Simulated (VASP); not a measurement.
Wanted: the native input for a VASP 6.6.1 run.

```
Task                   : single point
Functional             : PBEsol
Potentials or basis    : VASP PAW PBE potentials, release 64 (Cu, B)
Cutoff                 : 520 eV
k mesh                 : 5 × 5 × 5
Occupations            : fermi-dirac, width 0.05 eV
Spin                   : no spin polarisation
Hubbard terms          : Cu d U = 2 eV
Further INCAR settings : ALGO = Normal; EDIFF = 1e-06; NBANDS = 34
```

The structure of Cu2B lies in POSCAR:

```
Cu2B
1.0
    0.0000000000      3.2834700000      3.2834700000
    3.2834700000      0.0000000000      3.2834700000
    3.2834700000      3.2834700000      0.0000000000
Cu B
4 2
Direct
    0.1250000000      0.1250000000      0.1250000000
    0.6250000000      0.1250000000      0.1250000000
    0.1250000000      0.1250000000      0.6250000000
    0.1250000000      0.6250000000      0.1250000000
    0.5000000000      0.5000000000      0.5000000000
    0.7500000000      0.7500000000      0.7500000000
```

The cell was built by a generator and needn't be a form met in nature.

One way to write it, as run:

INCAR

```
  PREC = Accurate
  ENCUT = 520
  EDIFF = 1E-6
  ISMEAR = -1
  SIGMA = 0.05
  LREAL = F
  LASPH = T
  NELM = 60
  ALGO = Normal
  ISIF = 2
  LWAVE = F
  LCHARG = F
  LMAXMIX = 4
  LDAU = T
  LDAUTYPE = 2
  LDAUL = 2 -1
  LDAUU = 2 0
  LDAUJ = 0 0
  LDAUPRINT = 1
  GGA = PS
  NBANDS = 34
```

KPOINTS

```
regular mesh
0
Gamma
  5 5 5
```

Potentials or basis: VASP PAW PBE potentials, release 64 (Cu, B).

Launch:

```sh
$ cat potpaw_PBE.64/Cu/POTCAR potpaw_PBE.64/B/POTCAR > POTCAR
$ mpirun -np 1 vasp_std > vasp.out
```

It gave:

```json
{
 "Pressure": "-7.9 GPa",
 "Band gap on the k mesh": "none (metal or under the smearing width)"
}
```

Caveat: the PAW data sets were made with another functional, which shifts forces and pressure a little; U without spin polarisation on a metal has little footing; the U is typed as a test and isn't derived for this compound.

Wall time 22 s on 1 thread of Intel(R) Xeon(R) 6975P-C (Granite Rapids), on a shared host, peak memory 0.2 GiB.
